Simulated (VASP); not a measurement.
Crystal: TbO.

```xyz
4
Lattice="2.7838 0.0000 0.0000 0.0000 2.7838 0.0000 0.0000 0.0000 5.5677" Properties=species:S:1:pos:R:3 pbc="T T T"
Tb    0.0000    0.0000    0.0000
Tb    0.0000    0.0000    2.7838
O     1.3919    1.3919    1.3919
O     1.3919    1.3919    4.1758
```

The cell comes from a database or a generator and needn't be the stable form of this composition.

Base run:

```yaml
Program: VASP 6.6.1
Functional: PBEsol
Potentials_or_basis: VASP PAW PBE potentials, release 64 (Tb, O)
Cutoff: 520 eV
k_mesh: 7 × 7 × 4
Occupations: gaussian, width 0.05 eV
Spin: collinear spin, antiferromagnetic start
Starting_moments: "[6.0, -6.0, 0.0, 0.0] μB"
Hubbard_terms: Tb f U = 3 eV
```

Its results: band gap on the k mesh none (metal or under the smearing width); pressure 39.1 GPa; net moment 0.00 μB per cell; site moments Tb +5.49, -5.49; O +0.00 μB.

Question: The run is repeated on the same cell with these changes: hubbard terms from Tb f U = 3 eV to Tb f U = 4 eV; further incar settings from ALGO = Normal; EDIFF = 1e-06 to ALGO = Normal; EDIFF = 1e-07; NBANDS = 37. What comes out?

Answer: Band gap on the k mesh none (metal or under the smearing width); pressure 39.5 GPa; net moment 0.00 μB per cell; site moments Tb +5.47, -5.47; O +0.00 μB.

Caveats: the magnetic or orbital state may not be the lowest; a pressure of tens of GPa on the cell as given is suspect, and the run, the potentials or the cell itself is likely at fault; the PAW data sets were made with another functional, which shifts forces and pressure a little; spin-orbit coupling is left out, which moves the levels of the heavy elements.
